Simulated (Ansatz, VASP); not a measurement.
**Ba (Barium): VASP beside Ansatz**

One calculation is typed for both programs; each brings its own data sets. How far apart do they land? The cell is taken from a series of runs on this material, whose earlier steps may have relaxed, scaled, displaced or heated it; both programs get it as it stands.

Calculated with Ansatz 0.2.0; plane waves, with VASP 6.6.1 beside it; relaxation of cell and atoms at PBE.

## Step 1: The starting structure

Symmetry: Im-3m, No. 229, cubic system. Conventional cell: a = 5.013 Å, b = 5.013 Å, c = 5.013 Å, α = 90.00°, β = 90.00°, γ = 90.00°. Ba has 8 Ba at 4.34 Å nearest.

Coordinates:

```
Ba
1.0
    -2.50650    2.50650    2.50650
     2.50650   -2.50650    2.50650
     2.50650    2.50650   -2.50650
Ba
1
Direct
  0.00000 0.00000 0.00000
```

## Step 2: VASP: relaxation of cell and atoms, PBE

The relaxed volume is the usual yardstick between codes: in a stiff, nearly cubic crystal its relative difference is about their pressure difference at one cell divided by the bulk modulus.

Lines of VASP's logs that name or quote its potential files are left out, and so is its time.

INCAR

```
SYSTEM = Ba
PREC = Accurate
ENCUT = 500
EDIFF = 1E-07
NELM = 120
ISMEAR = 1
SIGMA = 0.2
LREAL = .FALSE.
ALGO = Normal
GGA = PE
NBANDS = 11
LORBIT = 11
LWAVE = .FALSE.
LCHARG = .FALSE.
ISIF = 3
IBRION = 2
NSW = 80
EDIFFG = -0.005
LASPH = .TRUE.
GGA_COMPAT = .FALSE.
NELMIN = 4
```

POSCAR

```
Ba
1.0
   -2.5065000000      2.5065000000      2.5065000000
    2.5065000000     -2.5065000000      2.5065000000
    2.5065000000      2.5065000000     -2.5065000000
Ba
1
Direct
    0.0000000000      0.0000000000      0.0000000000
```

KPOINTS

```
Automatic mesh
0
Gamma
8 8 8
0 0 0
```

Potentials, in the order of the species: Ba_sv (PBE family, release 64).

The run is started by

```console
> mpirun -np 1 vasp_std
```

Numbers of over 12 decimals in the logs are rounded to 6 here.

Output:

```text
[banner, memory and clock lines left out]
running    1 mpi-ranks, on    1 nodes
 distrk:  each k-point on    1 cores,    1 groups
 distr:  one band on    1 cores,    1 groups

 POSCAR found type information on POSCAR Ba
 POSCAR found :  1 types and       1 ions
 LDA part: xc-table for (Slater+PW92), standard interpolation
 POSCAR, INCAR and KPOINTS ok, starting setup
 FFT: planning ... GRIDC
 FFT: planning ... GRID_SOFT
 FFT: planning ... GRID
 WAVECAR not read
 entering main loop
       N       E                     dE             d eps       ncg     rms          rms(c)
DAV:   1     0.533694593407E+02    0.53369E+02   -0.43086E+03   638   0.740E+02
DAV:   2     0.546633759822E+00   -0.52823E+02   -0.51405E+02   765   0.133E+02
DAV:   3    -0.184617662360E+01   -0.23928E+01   -0.23792E+01   820   0.301E+01
DAV:   4    -0.190830826233E+01   -0.62132E-01   -0.62049E-01   781   0.443E+00
DAV:   5    -0.191058923104E+01   -0.22810E-02   -0.22808E-02   895   0.701E-01    0.163E+00
DAV:   6    -0.191028434688E+01    0.30488E-03   -0.32443E-03   768   0.531E-01    0.967E-01
DAV:   7    -0.191076704247E+01   -0.48270E-03   -0.65551E-03   733   0.844E-01    0.429E-02
DAV:   8    -0.191095623966E+01   -0.18920E-03   -0.35082E-04   974   0.106E-01    0.294E-02
DAV:   9    -0.191096390485E+01   -0.76652E-05   -0.64517E-06   778   0.227E-02    0.611E-03
DAV:  10    -0.191096541488E+01   -0.15100E-05   -0.44673E-06   771   0.131E-02    0.161E-03
DAV:  11    -0.191096551719E+01   -0.10231E-06   -0.65485E-07   884   0.657E-03    0.750E-04
DAV:  12    -0.191096530784E+01    0.20935E-06   -0.31923E-08   436   0.141E-03    0.714E-05
DAV:  13    -0.191096532638E+01   -0.18541E-07   -0.34033E-09   388   0.336E-04
   1 F= -.19109653E+01 E0= -.19124708E+01  d E =-.191097E+01
 curvature:   0.00 expect dE= 0.000E+00 dE for cont linesearch  0.000E+00
 trial: gam= 0.00000 g(F)=  0.160E-64 g(S)=  0.442E-04 ort = 0.000E+00 (trialstep = 0.100E+01)
 search vector abs. value=  0.442E-04
 bond charge predicted
       N       E                     dE             d eps       ncg     rms          rms(c)
DAV:   1    -0.191135735823E+01   -0.39205E-03   -0.10542E-02   721   0.708E-01    0.829E-02
DAV:   2    -0.191108713453E+01    0.27022E-03   -0.58444E-04   709   0.193E-01    0.406E-02
DAV:   3    -0.191099794452E+01    0.89190E-04   -0.49700E-04   892   0.132E-01    0.133E-02
DAV:   4    -0.191099799428E+01   -0.49759E-07   -0.70770E-06   713   0.205E-02    0.894E-03
DAV:   5    -0.191099817459E+01   -0.18031E-06   -0.15434E-06   862   0.948E-03    0.121E-03
DAV:   6    -0.191099786389E+01    0.31070E-06   -0.15258E-07   614   0.213E-03    0.348E-04
DAV:   7    -0.191099793376E+01   -0.69869E-07   -0.90454E-09   355   0.979E-04
   2 F= -.19109979E+01 E0= -.19124821E+01  d E =-.326074E-04
 trial-energy change:   -0.000033  1 .order   -0.000033   -0.000044   -0.000021
 step:   1.9244(harm=  1.9244)  dis= 0.00000  next Energy=    -1.911008 (dE=-0.426E-04)
 bond charge predicted
       N       E                     dE             d eps       ncg     rms          rms(c)
DAV:   1    -0.191131402921E+01   -0.31617E-03   -0.89937E-03   715   0.654E-01    0.765E-02
DAV:   2    -0.191108382211E+01    0.23021E-03   -0.49848E-04   706   0.178E-01    0.375E-02
DAV:   3    -0.191100782098E+01    0.76001E-04   -0.42428E-04   886   0.122E-01    0.123E-02
DAV:   4    -0.191100778232E+01    0.38657E-07   -0.60444E-06   707   0.189E-02    0.826E-03
DAV:   5    -0.191100770461E+01    0.77714E-07   -0.13200E-06   853   0.877E-03    0.112E-03
DAV:   6    -0.191100741650E+01    0.28810E-06   -0.13014E-07   581   0.197E-03    0.321E-04
DAV:   7    -0.191100747925E+01   -0.62743E-07   -0.79408E-09   343   0.916E-04
   3 F= -.19110075E+01 E0= -.19124719E+01  d E =-.421529E-04
 curvature:  -0.96 expect dE=-0.229E-09 dE for cont linesearch -0.229E-09
 trial: gam= 0.00000 g(F)=  0.119E-63 g(S)=  0.238E-09 ort =-0.103E-06 (trialstep = 0.118E+01)
 search vector abs. value=  0.338E-09
 reached required accuracy - stopping structural energy minimisation
```

From OUTCAR (step 2):

```text
ion  position               nearest neighbor table
   1  0.000  0.000  0.000-

  LATTYP: Found a body centered cubic cell.
 ALAT       =     5.0130000000

 Subroutine GETGRP returns: Found 48 space group operations
 (whereof 48 operations were pure point group operations)

The static configuration has the point symmetry O_h .

 Found     29 irreducible k-points:

   k-points           NKPTS =     29   k-points in BZ     NKDIM =     29   number of bands    NBANDS=     11

   dimension x,y,z NGX =    32 NGY =   32 NGZ =   32
   dimension x,y,z NGXF=    64 NGYF=   64 NGZF=   64

   ENCUT  =  500.0 eV  36.75 Ry    6.06 a.u.   7.92  7.92  7.92*2*pi/ulx,y,z

   NELECT =      10.0000    total number of electrons

 k-points in reciprocal lattice and weights: Automatic mesh
   0.00000000  0.00000000  0.00000000       0.002
   0.12500000  0.00000000  0.00000000       0.023
   0.25000000  0.00000000  0.00000000       0.023
   0.37500000  0.00000000  0.00000000       0.023
   0.50000000  0.00000000  0.00000000       0.012
   0.12500000  0.12500000  0.00000000       0.047
   0.25000000  0.12500000 -0.00000000       0.094
   0.37500000  0.12500000  0.00000000       0.094
   0.25000000  0.25000000  0.00000000       0.047
[...]
0.50000000  0.50000000  0.37500000       0.023
   0.50000000  0.50000000  0.50000000       0.002

 average (electrostatic) potential at core
       1 -39.4544

 E-fermi :   1.6111

 k-point     1 :       0.0000    0.0000    0.0000
  band No.  band energies     occupation
      1     -27.2627      2.00000
      2     -12.2145      2.00000
      3     -12.2145      2.00000
      4     -12.2145      2.00000
      5      -1.1173      2.00000
      6       3.4561     -0.00000
      7       3.4561     -0.00000
      8       3.4561     -0.00000
      9       4.8505     -0.00000
     10       4.8505     -0.00000
    ...

 k-point     2 :       0.1250    0.0000    0.0000
  band No.  band energies     occupation
      1     -27.2565      2.00000
      2     -12.2852      2.00000
      3     -12.2363      2.00000
      4     -12.2149      2.00000
      5      -0.8319      2.00000
      6       3.2326     -0.00000
      7       3.3036     -0.00000
      8       3.7509     -0.00000
      9       4.5672     -0.00000
     10       4.8386     -0.00000
    ...

 k-point     3 :       0.2500    0.0000    0.0000
  band No.  band energies     occupation
      1     -27.2415      2.00000
      2     -12.4493      2.00000
      3     -12.2884      2.00000
      4     -12.2160      2.00000
      5      -0.1108      2.00000
      6       2.7876     -0.00000
      7       2.7968     -0.00000
      8       4.6008     -0.00000
      9       4.6090     -0.00000
     10       4.9095     -0.00000
    ...

  Total       -0.0000406     -0.0000406     -0.0000406     -0.0000000     -0.0000000     -0.0000000
  in kB       -0.0010269     -0.0010269     -0.0010269     -0.0000000     -0.0000000     -0.0000000
  external PRESSURE =      -0.0010269 kB  Pullay stress =       0.0000000 kB

  energy-cutoff  :      500.00
  volume of cell :       63.30
      direct lattice vectors                 reciprocal lattice vectors
    -2.510568667  2.510568667  2.510568667     0.000000000  0.199158066  0.199158066
     2.510568667 -2.510568667  2.510568667     0.199158066  0.000000000  0.199158066
     2.510568667  2.510568667 -2.510568667     0.199158066  0.199158066  0.000000000

 POSITION                                       TOTAL-FORCE (eV/Angst)
 -----------------------------------------------------------------------------------
     -0.00000      0.00000      0.00000        -0.000000     -0.000000      0.000000
 -----------------------------------------------------------------------------------
    total drift:                                0.000000      0.000000     -0.000000

  FREE ENERGIE OF THE ION-ELECTRON SYSTEM (eV)
  ---------------------------------------------------
  free  energy   TOTEN  =        -1.9110074792 eV

  energy  without entropy=       -1.9154007910  energy(sigma->0) =       -1.91247192

 reached required accuracy - stopping structural energy minimisation

 total charge
# of ion       s       p       d       tot
------------------------------------------
    1        2.068   5.550   0.273   7.892

[... 3 further parts left out ...]
```

The k-mesh is coarse for a metal. Harder data sets than Ba_sv exist (the GW ones), and pressures, volumes and forces can shift noticeably with them. The run keeps the 48 symmetry operations of its start, so it cannot find a distortion of lower symmetry.

## Step 3: Ansatz: relaxation of cell and atoms, PBE

Ansatz runs on norm-conserving files, of PseudoDojo where its log says so.

The same cell, functional, mesh and smearing now go to Ansatz, which takes its cutoff from its data sets.

input.yaml

```yaml
crystal:
  lattice:
    - [-2.5065, 2.5065, 2.5065]
    - [2.5065, -2.5065, 2.5065]
    - [2.5065, 2.5065, -2.5065]
  atoms:
    - { symbol: Ba, position: [0.0, 0.0, 0.0] }
kpoints:
  mp_grid: { grid: [8, 8, 8] }
hamiltonian:
  xc: pbe
  pseudopotentials: { kind: nc, accuracy: standard }
scf:
  occupations: { method: methfessel_paxton, width: 0.2 }
output:
  forces: true
  stress: true
  eigenvalues: true
relax:
  adjacent_minimum: "off"
  f_tol: 0.001
  max_steps: 60
  cell: { stress_tol: 0.01 }
```

The run is started by

```console
> ansatz run input.yaml --threads 16 --pin off --max-ram 92160MiB --backend cuda --events-out ev --progress --plain --runs-dir out --max-vram 78GiB
```

Output:

```text
Engine: ansatz 0.2.0, aarch64-unknown-linux-gnu
Pseudopotentials: kind: nc
Pseudopotential: Ba, nc, valence charge 10, recommended cutoff 770 eV (normal), Ba.nc.azcp (PseudoDojo's, or run here from an input of PseudoDojo's; its table is named by hamiltonian.pseudopotentials.accuracy)
Functional definition: PBE
  parameter kappa = 0.804
  parameter beta = 0.066725
  exchange = pbe_x(kappa = kappa, mu = beta*pi^2/3)
  correlation = pbe_c(beta = beta)
device memory: the entry about to start is reckoned to put 1.0 GiB on a device that reports 163.7 GiB free (of which the cap on the GPU budget leaves the run 78.0 GiB)
GPU FFT provider: cuFFT
GPU libraries: cuBLAS 13.8.1, cuFFT 12.4.0, cuSOLVER 12.3.2
GPU matrix products: emulated (plane waves: as basis.precision tells), large ones in fixed point in workspaces of 1.00 GiB
Crystal: 1 atoms, lattice volume = 62.989 Å³
Basis set: ecut = 770 eV, 3055 PW (Γ), exchange–correlation on 80×80×80 points (8 copies of the dense FFT grid, shifted against one another)
Bands: 9, of which v1, the nominal top of the filled ones, is band 5 counted from 1 (4 counted from 0)
Symmetry: 48 space group operations
Space group: Im-3m (ITA 229), of the structure as read, at distance tolerance 4.0e-5 Å
k-points: 29 of 512
Non-local potential: Ba, projectors of the file, l = 0: 2, l = 1: 2, l = 2: 2, l = 3: 2
Initial density: superposition of atomic densities (chi_scale 0.1, normalization cell)
Initial wavefunctions: pseudopotential atomic-orbital guess
GPU buffer pool allocated for 64000 grid points (all kernels)
GPU transforms: local potential and band sums: pruned to the plane-wave sphere, on 40×40×40
Functional: x = pbe(κ = 0.804, μ = 0.219515), c = pbe(β = 0.066725)
SCF iter   1: F=—  HF=-761.874703 eV  |F-HF|=—  |Δ(HF+E_count)|=         —  Δρ=5.16e-3  dr2=1.19e-2  ethr=3.10e-3  ⟨swp⟩=12.7  Hψ=3782  notcnv=0
preconditioner: auto → none  [insulator: Δε(μ)=0.180 eV  Ē_g=2.784 eV  σ=0.200 eV  W_gap=0.65  n_scr=12 (ndim 8)  ℏωp=6.6 eV  f_vac=0.000  D(μ)=0.96/eV (n_scr^D=0)  ε∞_Penn≈6.6]
SCF iter   2: F=—  HF=-761.878241 eV  |F-HF|=—  |Δ(HF+E_count)|=   3.54e-3  S|Δr|=    0.00e0  Δρ=2.55e-3  dr2=3.02e-3  ethr=1.19e-4  ⟨swp⟩=1.4  Hψ=510  notcnv=0
SCF iter   3: F=—  HF=-761.880110 eV  |F-HF|=—  |Δ(HF+E_count)|=   1.87e-3  S|Δr|=    0.00e0  Δρ=1.36e-4  dr2=1.65e-5  ethr=3.02e-5  ⟨swp⟩=2.1  Hψ=315  notcnv=0
SCF iter   4: F=—  HF=-761.880119 eV  |F-HF|=—  |Δ(HF+E_count)|=   9.58e-6  S|Δr|=    0.00e0  Δρ=3.38e-5  dr2=3.51e-7  ethr=1.65e-7  ⟨swp⟩=3.1  Hψ=485  notcnv=0
SCF iter   5: F=-761.880120 eV  HF=-761.880120 eV  |F-HF|=1.24e-9  |Δ(HF+E_count)|=   1.67e-7  S|Δr|=    0.00e0  Δρ=1.64e-6  dr2=1.34e-9  ethr=1.00e-9  ⟨swp⟩=14.7  Hψ=2539  notcnv=0
SCF 1 converged in 5 iterations: F = -761.880120 eV  dr2 = 1.34e-9
relax step   1: F+E_penalty+E_count = -761.88011956 eV  Δ(F+E_penalty+E_count) = +0.000e0 eV  max|allowed force component| = 0.000e0 eV/Å  Δτ_max = 0.0000 Å  P = -0.012 GPa  Ω = 62.989 Å³  (5 SCF iters, dr2 threshold 1.00e-7 eV, accepted)
[...]
relax step   2: F+E_penalty+E_count = -761.88012117 eV  Δ(F+E_penalty+E_count) = -1.614e-6 eV  max|allowed force component| = 0.000e0 eV/Å  Δτ_max = 0.0000 Å  P = -0.009 GPa  Ω = 62.967 Å³  energy of the carried Pulay correction = +1.366e-7 eV  (3 SCF iters, dr2 threshold 3.78e-10 eV, accepted)
[...]
relax step   3: F+E_penalty+E_count = -761.88012107 eV  Δ(F+E_penalty+E_count) = +9.958e-8 eV  max|allowed force component| = 0.000e0 eV/Å  Δτ_max = 0.0000 Å  P = -0.009 GPa  Ω = 62.967 Å³  stress off target by 9.13e-3 GPa  SCF on the basis re-selected at this cell (its energy is not comparable with the rows above)  (4 SCF iters)
basis re-selected at this cell: Δ(F+E_penalty+E_count) = +9.958e-8 eV, ΔP = -0.000 GPa vs the last step (what re-selecting the basis moved, of the pressure what is left beyond the Pulay correction that the steps carried, after the strain that the cell walked since its last selection, with what the two solves' SCF thresholds leave and, on support functions, any second-order correction that the steps lacked; it is no measure of the basis error at this ecutwfc). This SCF's stress stands 9.13e-3 GPa from its target on what of the cell is left free (relax.cell.stress_tol is 1.00e-2 GPa) and its largest allowed force component is 0.00e0 eV/Å (relax.f_tol is 1.00e-3 eV/Å): [rest of the remark cut]
SCF converged after 4 iterations
Stability not checked: this state was not tested for a lower state beside it, because cold or Methfessel-Paxton smearing, or corrected tetrahedra, fill the levels in a way that the test cannot read (fill_not_monotonic; see scf.lower_state_search)
Free energy (F): -761.880121 eV
Harris-Foulkes:  -761.880121 eV  (|F-HF|=1.14e-13)
Internal energy: -761.884789 eV  (E = F + TS)
E sigma→0 (E₀):  -761.881288 eV
Entropy (-TS):   0.004668 eV (4.668 meV/atom)
Fermi energy:    5.858445 eV
--- Per-component energies (eV) ---
  E_band       = -84.569834
  E_kinetic    = 176.268005
  E_local      = -459.759615  (includes V_loc(G=0)·N_el)
  E_nonlocal   = 105.227690
  E_hartree    = 116.758682
  E_xc         = -177.640627
  E_vxc        = -139.823279  (∫ρ·V_xc dr)
  E_ewald      = -522.738924
  E_smearing   = 0.004668  (= −TS)
  E_closure    = -0.000000  (closes the sum)
  Σ components = -761.880121   (vs F -761.880121, Δ=0.00e0)
--- Forces (eV/Å), atoms counted from 1 ---
  atom   1  Ba     0.00000000    -0.00000000    -0.00000000
  max |Σ_I F_I| component: 2.69e-28 eV/Å
--- Stress (GPa, compression-positive) ---
       -0.009129      -0.000000       0.000000
       -0.000000      -0.009129       0.000000
        0.000000      -0.000000      -0.009129
  P = ⅓ Tr σ = -0.0091 GPa (-0.091 kbar)
--- Band table (eV; the first three rows and the last of 29) ---
  k-point 0: bands = ["-23.0103", "-7.9501", "-7.9501", "-7.9501", "3.1370", "7.7207", "7.7207", "7.7207", "9.1223"]
  k-point 1: bands = ["-23.0040", "-8.0220", "-7.9723", "-7.9506", "3.4233", "7.4852", "7.5458", "8.0007", "8.7960"]
  k-point 2: bands = ["-22.9888", "-8.1885", "-8.0250", "-7.9517", "4.1459", "7.0131", "7.0448", "8.8044", "8.8536"]
  k-point 28: bands = ["-22.9350", "-8.2690", "-8.2690", "-8.2690", "5.3425", "5.3425", "9.9091", "9.9091", "9.9091"]
--- Relaxed structure (2 steps of the walk, 2 accepted, 1 SCFs on fresh bases) ---
  F+E_penalty+E_count = -761.88012107 eV   max|allowed force component| = 0.000e0 eV/Å   (the final SCF, on the basis selected at the relaxed cell)
  cell:  # Å, volume = 62.9667 Å³
    - [-2.506207, 2.506207, 2.506207]
    - [2.506207, -2.506207, 2.506207]
    - [2.506207, 2.506207, -2.506207]
  atoms:
    - { symbol: Ba, position: [0.0, 0.0, 0.0] }
```

In the SCF lines HF is the Harris–Foulkes energy and dr2 the Hartree energy of the density residual, in eV; the loop may stop once dr2 is under the threshold and the program's other checks hold. Hψ counts applications of the Hamiltonian.

## Step 4: Side by side

Known differences besides the potentials themselves: the cutoff is 770 eV in Ansatz and 500 eV in VASP; Ansatz adds a Pulay correction to the stress that steers its cell, VASP none. Total energies have different zeros and are not compared.

Compared:

| quantity | Ansatz | VASP | difference |
| --- | --- | --- | --- |
| volume (Å³) | 62.97 | 63.30 | -0.52 % |
| edge a after relaxation, in the typed setting (Å) | 4.341 | 4.348 | -0.17 % |

## Step 5: Results

| Property | Result |
| --- | --- |
| difference in volume (relaxation of cell and atoms, PBE) | -0.52 % |

In words: The difference in volume is -0.52 % (relaxation of cell and atoms, PBE), within the 1.2 % picked in this series as the mark of a large difference, as far as the stopping tolerances let one tell. 3 further runs of this series are not shown here. How closely two codes agree says nothing of how well the functional describes the real material.

[Lines on the potential files, build, host, timing and source positions are cut from VASP's logs without a mark.]

[Logs are printed without paths, hosts, clocks, repeated set-up lines and the standing remarks that a program may print on its own settings, such as how far it seeks lower states.]

[Hosts, paths, dates, database ids (printed as entryN), source tags and the programs' standing remarks are cut or masked in the printed files.]
